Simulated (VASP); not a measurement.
Level of theory: PBE GGA, VASP's PBE PAW potentials (set 64) (plane waves; VASP 6.6.1).

A VASP calculation is set up with these files.

INCAR:
```
SYSTEM=CsPbBr3
PREC=Accurate; ENCUT=400; LREAL=.FALSE.
LASPH=.TRUE.; ICHARG=11
EDIFF=1E-6; NELM=100; ALGO=Normal
LMAXMIX=4
ISMEAR=0; SIGMA=0.05
GGA=PE
LWAVE=.FALSE.; LCHARG=.FALSE.
```

### POSCAR
```
CsPbBr3
1
    6.0051781491    -0.0000000000    -0.0000000000
   -0.0000000000     6.0051781491    -0.0000000000
    0.0000000000    -0.0000000000     6.0051781491
Cs Pb Br
1 1 3
Direct
  0.0000000000   0.0000000000   0.0000000000
  0.5000000000   0.5000000000   0.5000000000
  0.5000000000   0.0000000000   0.5000000000
  0.0000000000   0.5000000000   0.5000000000
  0.5000000000   0.5000000000   0.0000000000
```

### KPOINTS
```
k-points along high-symmetry lines
15
Line-mode
Reciprocal
  0.000000   0.000000   0.000000 ! GAMMA
  0.000000   0.500000   0.000000 ! X

  0.000000   0.500000   0.000000 ! X
  0.500000   0.500000   0.000000 ! M

  0.500000   0.500000   0.000000 ! M
  0.000000   0.000000   0.000000 ! GAMMA

  0.000000   0.000000   0.000000 ! GAMMA
  0.500000   0.500000   0.500000 ! R

  0.500000   0.500000   0.500000 ! R
  0.000000   0.500000   0.000000 ! X

  0.500000   0.500000   0.500000 ! R
  0.500000   0.500000   0.000000 ! M
```

POTCAR, in this order: Cs_sv Pb_d Br (PBE.64 set). Program: vasp_std. Read from the step before: CHGCAR.

What VASP printed:

OSZICAR:
```
       N       E                     dE             d eps       ncg     rms          rms(c)
DAV:   1     0.359402101658E+03    0.35940E+03   -0.16401E+04  4680   0.122E+03
DAV:   2     0.260513831727E+02   -0.33335E+03   -0.32754E+03  5978   0.302E+02
DAV:   3    -0.139165980141E+02   -0.39968E+02   -0.39359E+02  5534   0.118E+02
DAV:   4    -0.153605707329E+02   -0.14440E+01   -0.14410E+01  5768   0.303E+01
DAV:   5    -0.154100253284E+02   -0.49455E-01   -0.49434E-01  5924   0.454E+00
DAV:   6    -0.154122645470E+02   -0.22392E-02   -0.22389E-02  6536   0.101E+00
DAV:   7    -0.154123274839E+02   -0.62937E-04   -0.62933E-04  6004   0.127E-01
DAV:   8    -0.154123300168E+02   -0.25329E-05   -0.25327E-05  6222   0.269E-02
DAV:   9    -0.154123300639E+02   -0.47151E-07   -0.47144E-07  3800   0.294E-03
   1 F= -.15412330E+02 E0= -.15412330E+02  d E =-.702636E-14
```

OUTCAR:
```
 val. band max:        0.5549637426   @ k =   0.5000   0.5000   0.5000

 cond. band min:       2.3390396941   @ k =   0.5000   0.5000   0.5000



 k-point     1 :       0.0000    0.0000    0.0000
  band No.  band energies     occupation
      1     -20.6496      2.00000
      2     -16.0863      2.00000
      3     -16.0863      2.00000
      4     -15.9806      2.00000
      5     -15.9806      2.00000
      6     -15.9806      2.00000
      7     -13.7029      2.00000
      8     -13.1381      2.00000
      9     -13.1381      2.00000
     10      -7.4317      2.00000
     11      -7.4317      2.00000
     12      -7.4317      2.00000
     13      -6.2708      2.00000
     14      -3.1891      2.00000
     15      -3.1891      2.00000
     16      -3.1891      2.00000
     17      -1.1605      2.00000
     18      -1.1605      2.00000
     19      -1.1605      2.00000
     20      -1.0727      2.00000
     21      -1.0727      2.00000
     22      -1.0727      2.00000
     23       3.8598      0.00000
     24       5.0644      0.00000
     25       5.0644      0.00000
     26       5.7953      0.00000

 k-point     2 :       0.0000    0.0357    0.0000
  band No.  band energies     occupation
      1     -20.6496      2.00000
      2     -16.0863      2.00000
      3     -16.0858      2.00000
      4     -15.9806      2.00000
      5     -15.9806      2.00000
      6     -15.9806      2.00000
      7     -13.7017      2.00000
      8     -13.1402      2.00000
      9     -13.1381      2.00000
     10      -7.4317      2.00000
     11      -7.4316      2.00000
     12      -7.4316      2.00000
     13      -6.2813      2.00000
     14      -3.1881      2.00000
     15      -3.1881      2.00000
     16      -3.1671      2.00000
     17      -1.1620      2.00000
     18      -1.1619      2.00000
     19      -1.1619      2.00000
     20      -1.0741      2.00000
     21      -1.0741      2.00000
     22      -1.0741      2.00000
     23       3.8716      0.00000
...
```

The density is held fixed in this step, so its total energy and stress have no physical meaning. Unless said otherwise, spin-orbit coupling is left out, though it shifts the bands of the heavy elements here.

The compound is CsPbBr3 in the cubic perovskite structure, the ideal cubic form; the compound distorts at low or room temperature. It was relaxed first, which changed the volume by +7 %.
